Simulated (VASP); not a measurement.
```
CELL_PARAMETERS angstrom
      4.62953     0.00000     0.00000
      0.00000     4.62953     0.00000
      0.00000     0.00000     4.62953
ATOMIC_POSITIONS crystal
  Si 0.16018 0.33982 0.66018
  Si 0.66018 0.16018 0.33982
  Si 0.83982 0.83982 0.83982
  Si 0.33982 0.66018 0.16018
  Ru 0.86563 0.63437 0.36563
  Ru 0.36563 0.86563 0.63437
  Ru 0.13437 0.13437 0.13437
  Ru 0.63437 0.36563 0.86563
```

Level of theory: PBEsol GGA, VASP's PBE PAW potentials (set 64) (plane waves; VASP 6.6.1). Settings: 500 eV cut-off, 5×5×5 Γ-centred mesh, Gaussian smearing of 0.050 eV, potentials Si Ru_pv.

Energy and stress use the plane-wave basis of the starting cell.

**Question.** The ions, cell shape and volume at an external pressure of 20.0 GPa are relaxed. Predict the relaxed structure.

**Answer.** 
```
CELL_PARAMETERS angstrom
      4.57851     0.00000     0.00000
      0.00000     4.57851     0.00000
      0.00000     0.00000     4.57851
ATOMIC_POSITIONS crystal
  Si 0.15922 0.34078 0.65922
  Si 0.65922 0.15922 0.34078
  Si 0.84078 0.84078 0.84078
  Si 0.34078 0.65922 0.15922
  Ru 0.86340 0.63660 0.36340
  Ru 0.36340 0.86340 0.63660
  Ru 0.13660 0.13660 0.13660
  Ru 0.63660 0.36340 0.86340
```
Space group P2_13 (198), at a tolerance of 0.03 Å.

**Question.** How do energy and volume change from the first to the last step?

**Answer.** The energy (σ→0) changes by +37.9 meV/atom and the volume by -3.3 %, in 7 ionic steps.

| step | E(σ→0) (eV) | max force (eV/Å) | pressure (GPa) | volume (Å³) |
|---|---|---|---|---|
| 1 | -69.1732 | 0.017 | 10.06 | 99.22 |
| 2 | -67.1470 | 0.808 | 55.31 | 88.58 |
| 3 | -68.9127 | 0.192 | 19.65 | 96.39 |
| 4 | -68.9022 | 0.198 | 19.96 | 96.30 |
| 5 | -68.8950 | 0.202 | 20.18 | 96.25 |
| 6 | -68.8851 | 0.112 | 20.20 | 96.12 |
| 7 | -68.8697 | 0.016 | 20.27 | 95.98 |

The compound is RuSi in the B20 structure. This run relaxes it under an external pressure of 20 GPa. Symmetry was kept, so distortions that lower it aren't found.
